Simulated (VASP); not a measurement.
Input:

```
SnO2
1.0
    4.76464     0.00000     0.00000
    0.00000     4.76464     0.00000
    0.00000     0.00000     3.20495
Sn O
2 4
Cartesian
  0.00000   0.00000   3.20495
  2.38232   2.38232   1.60248
  1.45720   1.45720   0.00000
  3.83952   0.92512   1.60248
  0.92512   3.83952   1.60248
  3.30744   3.30744   3.20495
```

All values below come from MS2 meta-GGA, VASP's PBE PAW potentials (set 64) (plane waves; VASP 6.6.1). Run with 520 eV cut-off, 5×5×8 Γ-centred mesh, tetrahedra with Blöchl corrections, potentials Sn_d O.

The cores are frozen, which limits the accuracy of field gradients.

Q: Give the principal components of the electric field gradient (V/Å²) and the asymmetry η at each nucleus.

A: 
| atom | Vxx | Vyy | Vzz | η |
|---|---|---|---|---|
| Sn1 | -49.7 | -3.3 | 53.0 | 0.87 |
| Sn2 | -49.7 | -3.3 | 53.0 | 0.87 |
| O3 | 59.6 | 47.2 | -106.8 | 0.12 |
| O4 | 59.6 | 47.2 | -106.8 | 0.12 |
| O5 | 59.6 | 47.2 | -106.8 | 0.12 |
| O6 | 59.6 | 47.2 | -106.8 | 0.12 |

The compound is SnO2 in the rutile structure. It was relaxed first.
